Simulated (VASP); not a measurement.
**B5Ru: relaxation of cell and atoms with PBE**

Crystal: B5Ru.

```xyz
6
Lattice="0.0000 2.9880 2.9880 2.9880 0.0000 2.9880 2.9880 2.9880 0.0000" Properties=species:S:1:pos:R:3 pbc="T T T"
B     5.2350    3.7289    3.7289
B     5.2350    5.2350    5.2350
B     1.4940    1.4940    1.4940
B     3.7289    3.7289    5.2350
B     3.7289    5.2350    3.7289
Ru    2.9880    2.9880    2.9880
```

The cell was built by a generator and needn't be a form met in nature.

The cell isn't the ideal one: species swapped into the HfNi5 type (F-43m, No. 216).

* Program: VASP 6.6.1
* Task: relaxation of cell and atoms
* Functional: PBE
* Potentials or basis: VASP PAW PBE potentials, release 64 (B, Ru_pv)
* Cutoff: 600 eV
* k mesh: 6 × 6 × 6
* Occupations: gaussian, width 0.1 eV
* Spin: no spin polarisation
* Dipole correction: no
* Further INCAR settings: ALGO = Normal; EDIFF = 1e-07; IBRION = 2; EDIFFG = -0.04; NSW = 90; ISIF = 3

The relaxed volume is 7.31 Å³/atom and the relaxed cell is a = 3.959 Å, b = 3.959 Å, c = 3.959 Å, α = 60.00°, β = 60.00°, γ = 60.00°. The space group after relaxing (to 0.05 Å) is F-43m (No. 216) and the energy gained by relaxing is 210.8 meV/atom. The ionic steps are 6, the pressure after relaxing is 0.9 GPa and the largest force after relaxing is 0.003 eV/Å. The band gap on the k mesh is none (metal or under the smearing width).

Forces in eV/Å, atoms in the order of the input:
```
B    0.002 -0.002 -0.002
B    0.002  0.002  0.002
B    0.000  0.000  0.000
B   -0.002 -0.002  0.002
B   -0.002  0.002 -0.002
Ru   0.000  0.000  0.000
```

The path:
```tsv
step	energy change (eV)	largest force (eV/Å)	pressure (GPa)	volume (Å³)
1	0.0000	0.0385	-36.37	53.35
2	-0.6885	0.3053	41.96	39.24
3	-1.2594	0.1753	-0.49	44.11
4	-1.2593	0.1799	0.64	43.94
5	-1.2635	0.0872	0.73	43.91
6	-1.2647	0.0031	0.86	43.89
```

Final structure:
```
CELL_PARAMETERS angstrom
0.00000 2.79963 2.79963
2.79963 0.00000 2.79963
2.79963 2.79963 0.00000
ATOMIC_POSITIONS crystal
B 0.36760 0.87747 0.87747
B 0.87747 0.87747 0.87747
B 0.25000 0.25000 0.25000
B 0.87747 0.87747 0.36760
B 0.87747 0.36760 0.87747
Ru 0.50000 0.50000 0.50000
```

Levels at points of the mesh, in eV from the Fermi level:
```tsv
k point	band 12	band 13	band 14	band 15	band 16	band 17
(0.00, 0.00, 0.00)	-4.45	-4.45	-3.96	0.88	0.88	0.88
(0.50, 0.00, 0.00)	-4.85	-4.85	0.18	0.41	0.41	0.84
(0.50, 0.50, 0.00)	-4.59	-3.44	-1.19	0.81	1.42	1.62
```

It took 51 s on 1 thread of Intel(R) Xeon(R) 6975P-C (Granite Rapids), on a shared host, peak memory 0.21 GiB.

Caveat: the volume moved by over 15 % at a fixed basis, so the end points are rough.
